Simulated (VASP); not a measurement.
Set up this calculation in VASP 6.6.1, as the native input.

| Property | Result |
| --- | --- |
| Task | single point |
| Functional | r2SCAN |
| Potentials or basis | VASP PAW PBE potentials, release 64 (Al, B, P) |
| Cutoff | 520 eV |
| k mesh | 6 × 6 × 6 |
| Occupations | gaussian, width 0.03 eV |
| Spin | no spin polarisation |
| Further INCAR settings | ALGO = Normal; EDIFF = 1e-06 |

The structure of AlB3P4 lies in POSCAR:

```
AlB3P4                                  
1.0
    4.8136026701      0.0000000000      0.0000000000
    0.0000000000      4.8136026701      0.0000000000
    0.0000000000      0.0000000000      4.8136026701
  Al              B               P             
     1     3     4
Direct
     0.0000000000000000    0.0000000000000000    0.0000000000000000
     0.5000000000000000    0.5000000000000000    0.0000000000000000
     0.5000000000000000    0.0000000000000000    0.5000000000000000
     0.0000000000000000    0.5000000000000000    0.5000000000000000
     0.7315552363213982    0.2684447636786018    0.7315552363213982
     0.7315552363213982    0.7315552363213982    0.2684447636786018
     0.2684447636786018    0.7315552363213982    0.7315552363213982
     0.2684447636786018    0.2684447636786018    0.2684447636786018
```

The cell was built by a generator and needn't be a form met in nature.

The input as run:

INCAR

```
SYSTEM = AlB3P4
PREC     = Accurate       ! precision mode
ENCUT    = 520            ! plane-wave cutoff, eV
EDIFF    = 1E-6           ! SCF threshold, eV
ISMEAR   = 0              ! smearing method
SIGMA    = 0.03           ! smearing width, eV
LREAL    = .FALSE.        ! projectors in reciprocal space
LASPH    = .TRUE.         ! aspherical terms in the spheres
NELM     = 150            ! most SCF steps
ALGO     = Normal         ! electronic algorithm
ISIF     = 2              ! what is computed and relaxed
LWAVE    = .FALSE.        ! write WAVECAR
LCHARG   = .FALSE.        ! write CHGCAR
METAGGA  = R2SCAN         ! meta-GGA
LMIXTAU  = .TRUE.       
KPAR     = 2
```

KPOINTS

```
Automatic mesh
0
G
  6 6 6
  0 0 0
```

Potentials or basis: VASP PAW PBE potentials, release 64 (Al, B, P).

The run is started by

```sh
$ cat potpaw_PBE.64/Al/POTCAR potpaw_PBE.64/B/POTCAR potpaw_PBE.64/P/POTCAR > POTCAR
$ mpirun -np 2 vasp_std > vasp.out
```

It gave:

| Item | Value |
| --- | --- |
| Pressure | -1.4 GPa |
| Largest force | 0.200 eV/Å |
| Band gap on the k mesh | 1.19 eV, direct |

Caveat: the PAW data sets were made with another functional, which shifts forces and pressure a little.

Wall time 35 s on 2 MPI ranks on Intel(R) Xeon(R) 6975P-C (Granite Rapids), on a shared host, peak memory 0.22 GiB a rank.
